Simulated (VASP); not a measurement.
# LaMg6Si (Amm2) in VASP: reference runs

Reference runs on LaMg6Si: the cell as given and a disturbed copy, and energy against volume gives the equilibrium volume and stiffness.

All numbers are computed with VASP 6.6.1; they aren't measurements. Logs are shortened: lines on timing, memory, paths and dates and some standing lists are left out, and cuts for length are marked.

## 1. The structure

Symmetry: Amm2, No. 38, orthorhombic system. Conventional cell: a = 4.900 Å, b = 5.912 Å, c = 13.461 Å, α = 90.00°, β = 90.00°, γ = 90.00°. La (site symmetry mm2) is surrounded by 2 Si at 3.10 Å and 6 Mg at 3.30 to 3.32 Å. Around Si (site symmetry mm2) lie 8 Mg at 2.94 to 3.23 Å and 2 La at 3.10 Å. Around Mg (site symmetry mm2) lie 8 Mg at 3.13 to 3.54 Å and 2 Si at 3.23 Å. Mg (site symmetry mm2) is surrounded by 8 Mg at 3.06 to 3.20 Å and 2 La at 3.30 Å. Mg (site symmetry m) has 6 Mg at 2.94 to 3.21 Å and 2 Si at 2.95 Å and 2 La at 3.32 Å as nearest neighbours. Mg (site symmetry m) is surrounded by 6 Mg at 2.91 to 3.06 Å and 1 Si at 2.94 Å.

The cell comes from a database or a generator and needn't be the stable form of this composition.

## 2. Single point, PBE

INCAR reads:

```
PREC     = Accurate       # precision mode
ENCUT    = 520            # plane-wave cutoff, eV
EDIFF    = 1E-7           # SCF threshold, eV
ISMEAR   = -1             # smearing method
SIGMA    = 0.05           # smearing width, eV
LREAL    = False          # projectors in reciprocal space
LASPH    = True           # aspherical terms in the spheres
NELM     = 60             # most SCF steps
ALGO     = Normal         # electronic algorithm
ISIF     = 2              # what is computed and relaxed
LWAVE    = False          # write WAVECAR
LCHARG   = False          # write CHGCAR
GGA      = PE             # functional
NBANDS   = 24             # bands
```

KPOINTS reads:

```
Automatic mesh
0
Gamma
  6 5 5
```

POSCAR reads:

```
LaMg6Si
1.0
    4.9002060000      0.0000000000      0.0000000000
    0.0000000000      2.9561180000      6.7304940000
    0.0000000000     -2.9561180000      6.7304940000
La Si Mg
1 1 6
Direct
    0.5000000000      0.1974220000      0.1974220000
    0.5000000000      0.6288580000      0.6288580000
    0.0000000000      0.7850820000      0.7850820000
    0.0000000000      0.3619110000      0.3619110000
    0.0000000000      0.3243910000      0.8211370000
    0.0000000000      0.8211370000      0.3243910000
    0.5000000000      0.1868530000      0.6943420000
    0.5000000000      0.6943420000      0.1868530000
```

Potentials or basis: VASP PAW PBE potentials, release 64 (La, Si, Mg).

On the command line:

```
$ cat potpaw_PBE.64/La/POTCAR potpaw_PBE.64/Si/POTCAR potpaw_PBE.64/Mg/POTCAR > POTCAR
$ mpirun -np 1 vasp_std > vasp.out
```

OUTCAR:

```text
PREC = Accurate
   ENCUT = 520
   EDIFF = 1E-7
   ISMEAR = -1
   LREAL = False
   LASPH = True
   NELM = 60
   ISIF = 2
   GGA = PE

 ion  position               nearest neighbor table
   1  0.500  0.197  0.197-   2 3.10   2 3.10   4 3.30   4 3.30   6 3.32   5 3.32   5 3.32   6 3.32
                             8 3.60   7 3.60
   2  0.500  0.629  0.629-   7 2.94   8 2.94   5 2.95   6 2.95   5 2.95   6 2.95   1 3.10   1 3.10
                             3 3.23   3 3.23
   3  0.000  0.785  0.785-   4 3.13   4 3.13   5 3.21   6 3.21   2 3.23   2 3.23   8 3.54   7 3.54
                             7 3.54   8 3.54
   4  0.000  0.362  0.362-   7 3.06   8 3.06   7 3.06   8 3.06   3 3.13   3 3.13   5 3.20   6 3.20
                             1 3.30   1 3.30
   5  0.000  0.324  0.821-   6 2.94   2 2.95   2 2.95   6 2.98   7 3.03   7 3.03   4 3.20   3 3.21
                             1 3.32   1 3.32
   6  0.000  0.821  0.324-   5 2.94   2 2.95   2 2.95   5 2.98   8 3.03   8 3.03   4 3.20   3 3.21
                             1 3.32   1 3.32
   7  0.500  0.187  0.694-   8 2.91   2 2.94   8 3.00   5 3.03   5 3.03   4 3.06   4 3.06   3 3.54
                             3 3.54   1 3.60
   8  0.500  0.694  0.187-   7 2.91   2 2.94   7 3.00   6 3.03   6 3.03   4 3.06   4 3.06   3 3.54
                             3 3.54   1 3.60

  LATTYP: Found a base centered orthorhombic cell.
 ALAT       =     5.9122360000
 B/A-ratio  =     2.2768015350
 C/A-ratio  =     0.8288244921

  Lattice vectors:

 A1 = (   0.0000000000,   2.9561180000,  -6.7304940000)
 A2 = (   0.0000000000,   2.9561180000,   6.7304940000)
 A3 = (   4.9002060000,   0.0000000000,   0.0000000000)

Analysis of symmetry for initial positions (statically):
=====================================================================
 Subroutine PRICEL returns:
 Original cell was already a primitive cell.

 Routine SETGRP: Setting up the symmetry group for a
 base centered orthorhombic supercell.

 Subroutine GETGRP returns: Found  4 space group operations
 (whereof  4 operations were pure point group operations)
 out of a pool of  8 trial point group operations.

The static configuration has the point symmetry C_2v.

Analysis of symmetry for dynamics (positions and initial velocities):
=====================================================================
 Subroutine PRICEL returns:
 Original cell was already a primitive cell.

 Routine SETGRP: Setting up the symmetry group for a
 base centered orthorhombic supercell.

 Subroutine GETGRP returns: Found  4 space group operations
 (whereof  4 operations were pure point group operations)
 out of a pool of  8 trial point group operations.

The dynamic configuration has the point symmetry C_2v.

 Subroutine INISYM returns: Found  4 space group operations
 (whereof  4 operations are pure point group operations),
 and found     1 'primitive' translations

----------------------------------------------------------------------------------------

                                     Primitive cell

  volume of cell :     194.9903

  direct lattice vectors                    reciprocal lattice vectors
     4.900206000  0.000000000  0.000000000     0.204073053  0.000000000  0.000000000
     0.000000000  2.956118000  6.730494000     0.000000000  0.169140745  0.074288752
     0.000000000 -2.956118000  6.730494000     0.000000000 -0.169140745  0.074288752

  length of vectors
     4.900206000  7.351066801  7.351066801     0.204073053  0.184736056  0.184736056

  position of ions in fractional coordinates (direct lattice)
     0.500000000  0.197422000  0.197422000
     0.500000000  0.628858000  0.628858000
     0.000000000  0.785082000  0.785082000
     0.000000000  0.361911000  0.361911000
     0.000000000  0.324391000  0.821137000
     0.000000000  0.821137000  0.324391000
     0.500000000  0.186853000  0.694342000
     0.500000000  0.694342000  0.186853000

  ion indices of the primitive-cell ions
   primitive index   ion index
                 1           1
                 2           2
                 3           3
                 4           4
                 5           5
                 6           6
                 7           7
                 8           8

----------------------------------------------------------------------------------------

 KPOINTS: Automatic mesh

Automatic generation of k-mesh.
 Grid dimensions read from file:
 generate k-points for:    6    5    5

 Generating k-lattice:

  Cartesian coordinates                     Fractional coordinates (reciprocal lattice)
     0.034012176  0.000000000  0.000000000     0.166666667  0.000000000  0.000000000
     0.000000000  0.033828149  0.014857750     0.000000000  0.200000000  0.000000000
     0.000000000 -0.033828149  0.014857750     0.000000000  0.000000000  0.200000000

  Length of vectors
     0.034012176  0.036947211  0.036947211

  Shift w.r.t. Gamma in fractional coordinates (k-lattice)
     0.000000000  0.000000000  0.000000000

 Subroutine IBZKPT returns following result:
 ===========================================

 Found     36 irreducible k-points:

 Following reciprocal coordinates:
            Coordinates               Weight
  0.000000  0.000000  0.000000      1.000000
  0.166667  0.000000  0.000000      2.000000
  0.333333  0.000000  0.000000      2.000000
  0.500000  0.000000  0.000000      1.000000
  0.000000  0.200000 -0.000000      4.000000
  0.166667  0.200000 -0.000000      8.000000
[... 16 lines left out ...]
  0.333333 -0.400000  0.200000      8.000000
  0.500000 -0.400000  0.200000      4.000000
 [... further k-points ...]
   k-points           NKPTS =     36   k-points in BZ     NKDIM =     36   number of bands    NBANDS=     24
   number of dos      NEDOS =    301   number of ions     NIONS =      8
   total plane-waves  NPLWV = 112896
   dimension x,y,z NGX =    36 NGY =   56 NGZ =   56
   dimension x,y,z NGXF=    72 NGYF=  112 NGZF=  112
   ions per type =               1   1   6
   NGX,Y,Z   is equivalent  to a cutoff of  12.21, 12.66, 12.66 a.u.
   NGXF,Y,Z  is equivalent  to a cutoff of  24.43, 25.33, 25.33 a.u.
 SYSTEM =  unknown system
   PREC   = accura    normal or accurate (medium, high low for compatibility)
   ISTART =      0    job   : 0-new  1-cont  2-samecut
   ICHARG =      2    charge: 1-file 2-atom 10-const
   ISPIN  =      1    spin polarized calculation?
   LNONCOLLINEAR =      F non collinear calculations
   LSORBIT =      F    spin-orbit coupling
   LASPH  =      T    aspherical Exc in radial PAW
   ENCUT  =  520.0 eV  38.22 Ry    6.18 a.u.   9.11 13.67 13.67*2*pi/ulx,y,z
   NELM   =     60;   NELMIN=  2; NELMDL= -5     # of ELM steps
   EDIFF  = 0.1E-06   stopping-criterion for ELM
   LREAL  =      F    real-space projection
   EDIFFG = 0.1E-05   stopping-criterion for IOM
   NSW    =      0    number of steps for IOM
   IBRION =     -1    ionic relax: 0-MD 1-quasi-New 2-CG
   NFREE  =      0    steps in history (QN), initial steepest desc. (CG)
   ISIF   =      2    stress and relaxation
   ISYM   =      2    0-nonsym 1-usesym 2-fastsym
   POTIM  = 0.5000    time-step for ionic-motion
   TEBEG  =    0.0;   TEEND  =   0.0 temperature during run
   PSTRESS=    0.0 pullay stress
   NELECT =      27.0000    total number of electrons
   NUPDOWN=      -1.0000    fix difference up-down
   EMIN   =  10.00;   EMAX   =-10.00  energy-range for DOS
   EFERMI =   0.00;   METHOD = LEGACY
   ISMEAR =    -1;   SIGMA  =   0.05  broadening in eV -4-tet -1-fermi 0-gaus
   EFERMI_NEDOS =   21; number of points for ismear=-14 and -15
   IALGO  =     38    algorithm
   IMIX   =      4    mixing-type and parameters
     AMIX     =   0.40;   BMIX     =  1.00
     AMIX_MAG =   1.60;   BMIX_MAG =  1.00
  volume/ion in A,a.u.               =      24.37       164.48
  Fermi-wavevector in a.u.,A,eV,Ry     =   0.846951  1.600506  9.759818  0.717326
  Thomas-Fermi vector in A             =   1.962380
   LORBIT       =      0    0 simple, 1 ext, 2 COOP (PROOUT), +10 PAW based schemes
   GGA     = PE    functional components
   LHFCALC =     F    Hartree Fock is set to
   AEXX    =    0.0000 exact exchange contribution
   IVDW    =     0    specifies the selected vdW correction
   LEPSILON=     F    determine dielectric tensor
   LRPA    =     F    only Hartree local field effects (RPA)
 non-spin polarized calculation
  energy-cutoff  :      520.00
  volume of cell :      194.99
 maximum number of plane-waves:      5273
   NGX = 19   NGY = 27   NGZ = 27

 number of electron      27.0000001 magnetization

 Free energy of the ion-electron system (eV)
  ---------------------------------------------------
  ext. energy  EPLUGINS =         0.00000000
  ---------------------------------------------------
  free energy    TOTEN  =       -19.76131472 eV

  energy without entropy =      -19.72668147  energy(sigma->0) =      -19.74399809

 E-fermi :   3.8479     XC(G=0):  -8.7931

 val. band max:        3.8101398287   @ k =   0.0000   0.4000   0.2000
 cond. band min:       3.8499334609   @ k =   0.3333   0.2000   0.2000
 fundamental gap:      0.0397936321
 Fermi energy:         3.8479237412

 k-point     1 :       0.0000    0.0000    0.0000
  band No.  band energies     occupation
      1     -28.8555      2.00000
      2     -12.6184      2.00000
      3     -12.6165      2.00000
      4     -12.6028      2.00000
      5      -4.2877      2.00000
      6      -1.0937      2.00000
[... 16 lines left out ...]
     23       5.8912      0.00000
     24       5.9333      0.00000

 k-point     2 :       0.1667    0.0000    0.0000
  band No.  band energies     occupation
      1     -28.8549      2.00000
      2     -12.6228      2.00000
      3     -12.6158      2.00000
      4     -12.6144      2.00000
      5      -4.1669      2.00000
      6      -1.0136      2.00000
[... 16 lines left out ...]
     23       5.9355      0.00000
     24       5.9593      0.00000
[... 565 lines left out ...]
     23       5.9080      0.00000
     24       6.2839      0.00000

 k-point    24 :       0.5000   -0.4000    0.2000
  band No.  band energies     occupation
      1     -28.8529      2.00000
      2     -12.6795      2.00000
      3     -12.6344      2.00000
      4     -12.6071      2.00000
      5      -3.3325      2.00000
      6      -0.9316      2.00000
[... 16 lines left out ...]
     23       5.8963      0.00000
     24       6.3589      0.00000

 [... further k-points ...]

------------------------ aborting loop because EDIFF is reached ----------------------------------------

  FORCE on cell =-STRESS in cart. coord.  units (eV):
  Direction    XX          YY          ZZ          XY          YZ          ZX
  --------------------------------------------------------------------------------------
  -------------------------------------------------------------------------------------
  Total       -0.2572952      0.1488368     -0.2941246      0.0000000      0.0000000      0.0000000
  in kB       -2.1141177      1.2229474     -2.4167343      0.0000000      0.0000000      0.0000000
  external PRESSURE =      -1.1026349 kB  Pullay stress =       0.0000000 kB

 VOLUME and BASIS-vectors are now :
 -----------------------------------------------------------------------------
  energy-cutoff  :      520.00
  volume of cell :      194.99
      direct lattice vectors                 reciprocal lattice vectors
     4.900206000  0.000000000  0.000000000     0.204073053  0.000000000  0.000000000
     0.000000000  2.956118000  6.730494000     0.000000000  0.169140745  0.074288752
     0.000000000 -2.956118000  6.730494000     0.000000000 -0.169140745  0.074288752

 POSITION                                       TOTAL-FORCE (eV/Angst)
 -----------------------------------------------------------------------------------
      2.45010      0.00000      2.65750         0.000000      0.000000      0.022659
      2.45010      0.00000      8.46505         0.000000      0.000000     -0.024880
      0.00000      0.00000     10.56798         0.000000      0.000000      0.017071
      0.00000      0.00000      4.87168         0.000000      0.000000      0.012890
      0.00000     -1.46844      7.70997         0.000000     -0.024212     -0.013598
      0.00000      1.46844      7.70997         0.000000      0.024212     -0.013598
      2.45010     -1.50020      5.93088         0.000000     -0.025756     -0.000272
      2.45010      1.50020      5.93088         0.000000      0.025756     -0.000272
 -----------------------------------------------------------------------------------
    total drift:                                0.000000     -0.000000     -0.000456

  FREE ENERGIE OF THE ION-ELECTRON SYSTEM (eV)
  ---------------------------------------------------
  free  energy   TOTEN  =       -19.7613147170 eV

  energy  without entropy=      -19.7266814674  energy(sigma->0) =      -19.74399809
```

Wall time 5.8 min (1 thread of Intel Xeon Platinum 8375C at 2.90GHz (Ice Lake), shared host); peak memory 0.45 GiB.

Results:

| Property | Result |
| --- | --- |
| Free energy | -19.7613 eV |
| Pressure | -0.1 GPa |
| Largest force | 0.028 eV/Å |
| Band gap on the k mesh | none (metal or under the smearing width) |

Forces in eV/Å, atoms in the order of the input:
```
La   0.000  0.000  0.023
Si   0.000  0.000 -0.025
Mg   0.000  0.000  0.017
Mg   0.000  0.000  0.013
Mg   0.000 -0.024 -0.014
Mg   0.000  0.024 -0.014
Mg   0.000 -0.026  0.000
Mg   0.000  0.026  0.000
```

Levels at points of the mesh, in eV from the Fermi level:
| k point | band 11 | band 12 | band 13 | band 14 | band 15 | band 16 |
| --- | --- | --- | --- | --- | --- | --- |
| (0.00, 0.00, 0.00) | -1.44 | -0.98 | -0.15 | 0.27 | 0.98 | 1.17 |
| (0.50, 0.00, 0.00) | -1.89 | -1.15 | -0.76 | -0.39 | -0.12 | 0.85 |

Spin-orbit coupling is left out, which matters for the levels of La.

(Continued in part 2 of 2.)
